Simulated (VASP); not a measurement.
Here is a VASP 6.6.1 calculation.

File INCAR:

```
SYSTEM = NbVTe4
PREC = Normal ; ENCUT = 520
EDIFF = 1E-4 ; ISMEAR = 0
SIGMA = 0.15 ; LREAL = .FALSE.
LASPH = .TRUE. ; NELM = 60
ALGO = Fast ; ISIF = 3
LWAVE = .FALSE. ; LCHARG = .FALSE.
ISPIN = 2 ; MAGMOM = 0 2 0 0 0 0
LORBIT = 11 ; LMAXMIX = 4
GGA = PE ; IBRION = 2
NSW = 24 ; EDIFFG = -0.08
KPAR = 2
```

File KPOINTS:

```
regular mesh
0
G
  3 3 2
  0 0 0
```

POSCAR

```
NbVTe4
1.0
    2.7671963400     -3.2057714500      0.0000000000
    2.7671963400      3.2057714500      0.0000000000
    0.0000000000      0.0000000000     10.4986520900
Nb V Te
1 1 4
Direct
    0.0000000000      0.0000000000      0.5000000000
    0.0000000000      0.0000000000      0.0000000000
    0.5000000000      0.0000000000      0.7706680300
    0.0000000000      0.5000000000      0.2293319700
    0.5000000000      0.0000000000      0.2293319700
    0.0000000000      0.5000000000      0.7706680300
```

Potentials or basis: VASP PAW PBE potentials, release 64 (Nb_sv, V_sv, Te).

Command:

```bash
$ cat potpaw_PBE.64/Nb_sv/POTCAR potpaw_PBE.64/V_sv/POTCAR potpaw_PBE.64/Te/POTCAR > POTCAR
$ mpirun -np 2 vasp_std > vasp.out
```

**Question.** Predict the site moments.

**Answer.** Nb -0.37; V +2.45; Te -0.05 μB.

**Question.** Estimate the space group after relaxing (to 0.05 Å).

**Answer.** Cmmm (No. 65).

**Question.** What does it give for the relaxed cell?

**Answer.** a = 4.805 Å, b = 4.805 Å, c = 6.896 Å, α = 90.00°, β = 90.00°, γ = 94.79°.

**Question.** What does it give for the band gap on the k mesh?

**Answer.** None (metal or under the smearing width).

The path:
```csv
step,energy change (eV),largest force (eV/Å),pressure (GPa),volume (Å³)
1,0.0000,0.3560,-0.58,186.27
2,-2.0937,0.5182,-2.68,181.59
3,-4.3269,1.8245,8.75,146.13
4,-5.1747,0.9272,-2.33,166.74
5,-5.2649,1.0246,-1.62,163.46
6,-5.3008,1.0917,-1.07,161.47
7,-5.5720,0.6582,0.93,155.20
8,-5.5749,0.0074,3.47,150.37
9,-5.6063,0.3335,2.27,152.66
10,-5.6672,0.1707,-1.02,161.80
11,-5.6827,0.0277,-0.14,158.82
12,-5.6827,0.0216,-0.18,158.70
13,-5.6639,0.1437,0.97,155.66
14,-5.6826,0.0185,0.12,158.58
15,-5.6864,0.0477,-0.21,158.68
```

Caveat: the k mesh is coarse (spacing up to 0.50 Å⁻¹), so the values aren't converged; the relaxation stopped at a loose force limit of 0.08 eV/Å, so its end isn't a converged minimum. Spin-orbit coupling is left out, which matters for the levels of Te.
